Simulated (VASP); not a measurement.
Consider the following.

```yaml
crystal:
  lattice:
    - [1.96473, -3.40301, 0.00000]
    - [1.96473, 3.40301, 0.00000]
    - [0.00000, 0.00000, 5.11061]
  atoms:
    - { symbol: Ni, position: [0.00000, 0.00000, 0.50000] }
    - { symbol: Ni, position: [0.00000, 0.00000, 0.00000] }
    - { symbol: Sb, position: [0.33333, 0.66667, 0.25000] }
    - { symbol: Sb, position: [0.66667, 0.33333, 0.75000] }
```

Method: vdW-DF-cx, VASP's PBE PAW potentials (set 64) (plane waves; VASP 6.6.1). Numerical set-up: 520 eV cut-off, Gaussian smearing of 0.050 eV, potentials Ni Sb.

Q: Give the energies of bands 5 to 18 at the high-symmetry points, in eV from the Fermi level.

A: 
| band | Γ | M | K | A | L | H |
|---|---|---|---|---|---|---|
| 5 | -3.96 | -3.52 | -4.43 | -3.18 | -3.30 | -5.12 |
| 6 | -3.19 | -3.21 | -3.20 | -3.18 | -3.30 | -5.12 |
| 7 | -2.60 | -3.21 | -3.20 | -2.82 | -2.86 | -2.78 |
| 8 | -2.60 | -3.15 | -2.71 | -2.82 | -2.86 | -2.78 |
| 9 | -2.13 | -2.91 | -2.02 | -2.12 | -2.00 | -2.09 |
| 10 | -2.13 | -2.19 | -2.02 | -2.12 | -2.00 | -2.09 |
| 11 | -1.35 | -2.12 | -2.02 | -2.12 | -1.94 | -2.03 |
| 12 | -1.35 | -1.88 | -1.63 | -2.12 | -1.94 | -2.03 |
| 13 | -0.03 | -1.61 | -1.38 | 0.26 | -1.83 | -1.44 |
| 14 | 0.59 | -1.41 | -1.38 | 0.26 | -1.83 | -1.44 |
| 15 | 0.59 | -1.34 | -0.61 | 2.07 | 0.19 | -1.30 |
| 16 | 2.47 | -0.38 | -0.61 | 2.07 | 0.19 | -1.30 |
| 17 | 2.47 | 1.15 | 0.65 | 2.07 | 1.69 | 4.28 |
| 18 | 3.13 | 3.43 | 0.65 | 2.07 | 1.69 | 4.28 |

It has no gap at this level: it comes out as a metal or semimetal.

The compound is NiSb in the NiAs type structure. It was relaxed first. The run is not spin-polarised, so no magnetic state was tried.
